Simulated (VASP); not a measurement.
Energy against volume of HfN (rock salt). Calculation: PBE GGA with D3 dispersion (zero damping), VASP's PBE PAW potentials (set 64) (plane waves; VASP). Run with 520 eV cut-off, 14×14×14 Γ-centred mesh, first-order Methfessel-Paxton smearing of 0.10 eV, potentials Hf_pv N.

```json
[
 {"V (Å³/atom)": "11.074", "E (eV/atom)": "-11.18347"},
 {"V (Å³/atom)": "11.417", "E (eV/atom)": "-11.19336"},
 {"V (Å³/atom)": "11.759", "E (eV/atom)": "-11.18497"},
 {"V (Å³/atom)": "12.102", "E (eV/atom)": "-11.16106"}
]
```

Q: Fit these four points and predict the energy of the run at 10.732 Å³/atom.

A: A cubic in V^(−2/3), the third-order Birch-Murnaghan form, passes through the four points with V0 = 11.42 Å³/atom and B0 = 284 GPa, and gives -11.1520 eV/atom there. The run gave -11.1521 eV/atom, -0.1 meV/atom from the fit; all five points give B0 = 283 GPa.

The compound is HfN in the rock salt structure. It was relaxed first.
